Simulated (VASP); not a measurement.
Output of a VASP run:

### OSZICAR
```
       N       E                     dE             d eps       ncg     rms          rms(c)
DAV:   1     0.131807061649E+03    0.13181E+03   -0.95562E+03   840   0.150E+03
DAV:   2    -0.323844337934E+01   -0.13505E+03   -0.12412E+03  1056   0.353E+02
DAV:   3    -0.930877296696E+01   -0.60703E+01   -0.60295E+01  1080   0.721E+01
DAV:   4    -0.947501498683E+01   -0.16624E+00   -0.16614E+00  1264   0.109E+01
DAV:   5    -0.947641840664E+01   -0.14034E-02   -0.14034E-02  1064   0.120E+00    0.649E+00
DAV:   6    -0.825325506504E+01    0.12232E+01   -0.43033E+00   924   0.196E+01    0.432E+00
DAV:   7    -0.823217873710E+01    0.21076E-01   -0.12616E-01  1108   0.328E+00    0.263E+00
DAV:   8    -0.823022695610E+01    0.19518E-02   -0.50817E-02   892   0.276E+00    0.211E-01
DAV:   9    -0.823151380667E+01   -0.12869E-02   -0.65815E-03  1136   0.689E-01    0.118E-01
DAV:  10    -0.823207888680E+01   -0.56508E-03   -0.10569E-03   900   0.340E-01    0.535E-02
DAV:  11    -0.823213964627E+01   -0.60759E-04   -0.39290E-04   924   0.175E-01    0.226E-02
DAV:  12    -0.823212878461E+01    0.10862E-04   -0.70893E-05  1060   0.757E-02    0.568E-03
DAV:  13    -0.823212856948E+01    0.21512E-06   -0.44358E-06   920   0.223E-02
   1 F= -.71339822E+01 E0= -.71339822E+01  d E =-.713398E+01
```

OUTCAR:
```
------------------------ aborting loop because EDIFF is reached ----------------------------------------
  FORCE on cell =-STRESS in cart. coord.  units (eV):
  Direction    XX          YY          ZZ          XY          YZ          ZX
  --------------------------------------------------------------------------------------
  Total        1.0772609      1.0772609      1.0772609      0.0000000      0.0000000     -0.0000000
  in kB       49.0490581     49.0490581     49.0490581      0.0000000      0.0000000     -0.0000000
  external PRESSURE =      -0.9509419 kB  Pullay stress =      50.0000000 kB
  volume of cell :       35.19
      direct lattice vectors                 reciprocal lattice vectors
     0.000000000  2.600899727  2.600899727    -0.192241167  0.192241167  0.192241167
     2.600899727  0.000000000  2.600899727     0.192241167 -0.192241167  0.192241167
     2.600899727  2.600899727  0.000000000     0.192241167  0.192241167 -0.192241167
  FREE ENERGIE OF THE ION-ELECTRON SYSTEM (eV)
  ---------------------------------------------------
  free  energy   TOTEN  =        -8.2321285695 eV

  energy  without entropy=       -8.2321285695  energy(sigma->0) =       -8.23212857
  enthalpy is  TOTEN    =        -7.1339821630 eV   P V=        1.0981464065

 reached required accuracy - stopping structural energy minimisation
```
(Selected blocks of OUTCAR.)

**POSCAR**
```
KF
1
    0.0000000000     2.6008997268     2.6008997268
    2.6008997268     0.0000000000     2.6008997268
    2.6008997268     2.6008997268     0.0000000000
K F
1 1
Direct
  0.0000000000   0.0000000000   0.0000000000
  0.5000000000   0.5000000000   0.5000000000
```

Reconstruct the remaining input files.

Several could match; the one computed here: the input of the run itself, PBE GGA, plane waves, VASP's PBE PAW potentials (set 64).

File KPOINTS:
```
Automatic mesh
0
Gamma
9 9 9
0 0 0
```

INCAR:
```
SYSTEM  =  KF
PREC  =  Accurate; ENCUT  =  620; LREAL  =  .FALSE.
LASPH  =  .TRUE.
EDIFF  =  1E-6; NELM  =  100; ALGO  =  Normal
ISMEAR  =  0; SIGMA  =  0.05
GGA  =  PE
IBRION  =  2; NSW  =  40; ISIF  =  3
EDIFFG  =  -0.02; PSTRESS  =  50
LWAVE  =  .FALSE.; LCHARG  =  .FALSE.
```

POTCAR, in this order: K_sv F (PBE.64 set). Program: vasp_std.

The compound is KF in the rock salt structure. It was relaxed first under an external pressure of 5 GPa.
